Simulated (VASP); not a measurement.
A cell of HfO₂ (fluorite) near equilibrium:

```
HfO2
1.0
    0.00000     2.51710     2.51710
    2.51710     0.00000     2.51710
    2.51710     2.51710     0.00000
Hf O
1 2
Direct
  0.00000   0.00000   0.00000
  0.25000   0.25000   0.25000
  0.75000   0.75000   0.75000
```

The numbers are results of r2SCAN meta-GGA, VASP's PBE PAW potentials (set 64) (plane waves; VASP 6.6.1), not measurements.

Unless said otherwise, spin-orbit coupling is left out, though it shifts the bands of the heavy elements here.

| run | ΔE (meV/atom) | σxx | σyy | σzz | largest shear component, with its sign (GPa) | largest force (eV/Å) | gap (eV) |
|---|---|---|---|---|---|---|---|
| as it is | 0.0 | -0.40 | -0.40 | -0.40 | 0.00 | 0.000 | 4.36 |
| after one change | 45.6 | 3.29 | 0.88 | 0.88 | -5.80 | 1.847 | 4.30 |
Stress is in GPa, positive when the cell is compressed; gaps are those on the k-mesh, and 0.00 means metallic.

Question: Name the change that produced these shifts.
(A) atom 2 (O) moved by 0.150 Å along x
(B) uniaxial strain of -4.0 % along x
(C) atom 1 (Hf) moved by -0.050 Å along y
(D) isotropic strain of +4.0 %

Answer: A, atom 2 (O) moved by 0.150 Å along x

The compound is HfO2 in the fluorite structure, the high-temperature cubic form, which is unstable at 0 K; the monoclinic form is the stable one.
